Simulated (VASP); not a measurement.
An input for Ansatz (written as the equivalent of a VASP run, and not itself run):

Ansatz 0.2 input:
```yaml
crystal:
  lattice:
    - [3.1466777, 0.0000000, 0.0000000]
    - [-1.5733388, 2.7251026, 0.0000000]
    - [0.0000000, 0.0000000, 17.0024456]
  atoms:
    - { symbol: W, position: [0.0000000, 0.0000000, 0.0000000] }
    - { symbol: S, position: [0.3333330, 0.6666670, 0.9078015] }
    - { symbol: S, position: [0.3333330, 0.6666670, 0.0921985] }
kpoints:
  mp_grid: { grid: [9, 9, 2] }
hamiltonian:
  xc: pbesol
  pseudopotentials: { kind: paw }
scf:
  occupations: { method: tetrahedron }
  max_iter: 100
output: { forces: true, stress: true, eigenvalues: true }
```

Task: Write the VASP files for the same calculation (PBEsol).

Result: This is not unique; one that fits is 
### KPOINTS
```
Automatic mesh
0
Gamma
9 9 2
0 0 0
```

INCAR:
```
ALGO = Normal
EDIFF = 1E-7
ENCUT = 400
GGA = PS
ISIF = 2
ISMEAR = -5
LASPH = T
LCHARG = T
LEFG = T
LMAXMIX = 6
LORBIT = 11
LREAL = F
LWAVE = F
NEDOS = 601
NELM = 100
PREC = Accurate
SYSTEM = WS2
```

**POSCAR**
```
WS2
1.0
  3.1466776899   0.0000000000   0.0000000000
 -1.5733388450   2.7251026302   0.0000000000
  0.0000000000   0.0000000000  17.0024455922
W S
1 2
Cart
  0.0000000000   0.0000000000   0.0000000000
 -0.0000015734   1.8167359952  15.4348450920
 -0.0000015734   1.8167359952   1.5676005002
```

POTCAR, in this order: W_sv S (PBE.64 set). Program: vasp_std.

Limits of the translation: each code has its own PAW files, so the cut-off isn't converted (ENCUT is set for VASP's; basis.ecutwfc is left out, and Ansatz then takes the one that its files recommend); Ansatz stops its SCF on the density residual and VASP on the energy change (EDIFF); the field gradients of LEFG aren't asked of the other code.

The cell is a sheet with vacuum, built from a database entry that may be metastable or hypothetical.
